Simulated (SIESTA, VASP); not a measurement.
An input for SIESTA (GGA PBE, numerical atomic orbitals DZP, PseudoDojo PBE standard norm-conserving potentials (rewritten from UPF to PSML)):

```
# files in the folder: Mg.psml Te.psml (PseudoDojo PBE standard)
SystemName  MgTe
SystemLabel mgte

NumberOfAtoms                2
NumberOfSpecies              2
%block ChemicalSpeciesLabel
  1 12 Mg
  2 52 Te
%endblock ChemicalSpeciesLabel
LatticeConstant              1.0 Ang
%block LatticeVectors
     0.000000000    3.145800000    3.145800000
     3.145800000    0.000000000    3.145800000
     3.145800000    3.145800000    0.000000000
%endblock LatticeVectors
AtomicCoordinatesFormat      ScaledCartesian
%block AtomicCoordinatesAndAtomicSpecies
     0.000000000    0.000000000    0.000000000  1
     1.572900000    1.572900000    1.572900000  2
%endblock AtomicCoordinatesAndAtomicSpecies

XC.functional                GGA
XC.authors                   PBE
PAO.BasisSize                DZP
PAO.EnergyShift              0.01 Ry
MeshCutoff                   300 Ry
%block kgrid.MonkhorstPack
    7   0   0  0.0
    0   7   0  0.0
    0   0   7  0.0
%endblock kgrid.MonkhorstPack
OccupationFunction           FD
ElectronicTemperature        50.0 meV

MaxSCFIterations             150
SCF.Mixer.Method             Pulay
SCF.Mixer.Weight             0.2
SCF.Mixer.History            8
SCF.DM.Tolerance             1.0E-04
Diag.ParallelOverK           true
WriteForces                  true
```

### Question
Translate it to VASP.

### Answer
One set of files that does it:

**INCAR**
```
# general
SYSTEM =MgTe
PREC   =Accurate
ENCUT  =300
LREAL  =.False.   # projection in real space or not
LASPH  =.True.

# electronic loop
EDIFF  =1E-6   # SCF stop (eV)
NELM   =100   # most electronic steps
ALGO   =Normal
LMAXMIX=4   # l cut-off of mixed one-centre charges

# smearing
ISMEAR =-1   # Fermi-Dirac
SIGMA  =0.05

# functional
GGA    =PE

# ions
ISIF   =2   # forces and stress, cell fixed

# output
LWAVE  =.False.
LCHARG =.False.
```

POSCAR:
```
MgTe
4.4488330
  0.0000000000   0.7071067851   0.7071067851
  0.7071067851   0.0000000000   0.7071067851
  0.7071067851   0.7071067851   0.0000000000
Mg Te
1 1
Cart
  0.0000000000   0.0000000000   0.0000000000
  0.3535533925   0.3535533925   0.3535533925
```

File KPOINTS:
```
Automatic mesh
0
Gamma
7 7 7
0 0 0
```

POTCAR, in this order: Mg Te (PBE.64 set). Program: vasp_std.

Both inputs were run and reached self-consistency, which says nothing on mesh or cut-off. Potentials, basis and cut-offs are each code's own, so they don't translate, and total energies aren't comparable.

The structure is a typed MgTe crystal (F-43m). The cell was not relaxed at this level, and its volume differs by -5.9 % from the start's.
